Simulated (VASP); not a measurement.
Level of theory: vdW-DF2, VASP's PBE PAW potentials (set 64) (plane waves; VASP).

Input for VASP

File KPOINTS:
```
Automatic
0
Gamma
13 13 13
0 0 0
```

POSCAR:
```
TiCo
1
    3.0207855480     0.0000000000     0.0000000000
    0.0000000000     3.0207855480     0.0000000000
    0.0000000000     0.0000000000     3.0207855480
Ti Co
1 1
Direct
  0.0000000000   0.0000000000   0.0000000000
  0.5000000000   0.5000000000   0.5000000000
```

**INCAR**
```
AGGAC  =  0.0
ALGO  =  Normal
EDIFF  =  1E-7
ENCUT  =  520
GGA  =  ML
ISIF  =  2
ISMEAR  =  -5
LASPH  =  .True.
LCHARG  =  .True.
LMAXMIX  =  4
LORBIT  =  11
LREAL  =  .False.
LUSE_VDW  =  .True.
LWAVE  =  .False.
NEDOS  =  601
NELM  =  100
PREC  =  Accurate
SYSTEM  =  TiCo
ZAB_VDW  =  -1.8867
```

POTCAR, in this order: Ti_sv Co (PBE.64 set). Program: vasp_std.

### Question
What will the output report for the number of irreducible k-points (NKPTS), largest plane-wave count, number of space-group operations, FFT grid (NGX, NGY, NGZ)?

### Answer

| Quantity | Value |
|---|---|
| number of irreducible k-points (NKPTS) | 84 |
| largest plane-wave count | 752 |
| number of space-group operations | 48 |
| FFT grid (NGX, NGY, NGZ) | 24 × 24 × 24 |

The compound is TiCo in the CsCl type structure. It was relaxed first. The run is not spin-polarised, so no magnetic state was tried. The electron count is odd and the run is not spin-polarised, which forces a metal.
